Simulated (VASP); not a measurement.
Given:

```xyz
2
Lattice="3.9658 -2.2043 -0.0272 3.9658 2.2043 -0.0272 2.7654 0.0000 3.5971" Properties=species:S:1:pos:R:3 pbc="T T T"
Sb     2.5278     0.0000     0.8372
Sb     8.1692     0.0000     2.7056
```

The numbers are results of PBE GGA with D4 dispersion, VASP's PBE PAW potentials (set 64) (plane waves; VASP), not measurements. Run with 520 eV cut-off, 10×10×10 Γ-centred mesh, first-order Methfessel-Paxton smearing of 0.10 eV, potentials Sb.

Task: The ions and cell shape at fixed volume are relaxed. Which structure does the run end with?

Result: 
```xyz
2
Lattice="4.0118 -2.1894 -0.0029 4.0118 2.1894 -0.0029 2.8195 0.0000 3.5969" Properties=species:S:1:pos:R:3 pbc="T T T"
Sb     2.5314     0.0000     0.8384
Sb     8.3117     0.0000     2.7528
```
Space group R-3m (166), at a tolerance of 0.03 Å.

Task: How much energy does the relaxation gain?

Result: The energy (σ→0) changes by -4.6 meV/atom, in 6 ionic steps.

| step | E(σ→0) (eV) | max force (eV/Å) | pressure (GPa) | volume (Å³) |
|---|---|---|---|---|
| 1 | -9.2447 | 0.241 | -3.13 | 63.22 |
| 2 | -9.2496 | 0.155 | -2.87 | 63.22 |
| 3 | -9.2531 | 0.049 | -2.28 | 63.22 |
| 4 | -9.2532 | 0.015 | -2.38 | 63.22 |
| 5 | -9.2537 | 0.007 | -2.33 | 63.22 |
| 6 | -9.2538 | 0.001 | -2.29 | 63.22 |

The compound is Sb in the a7 structure. This cell is one point of a volume scan, at 1.06 of the reference volume. Symmetry was kept, so distortions that lower it aren't found.
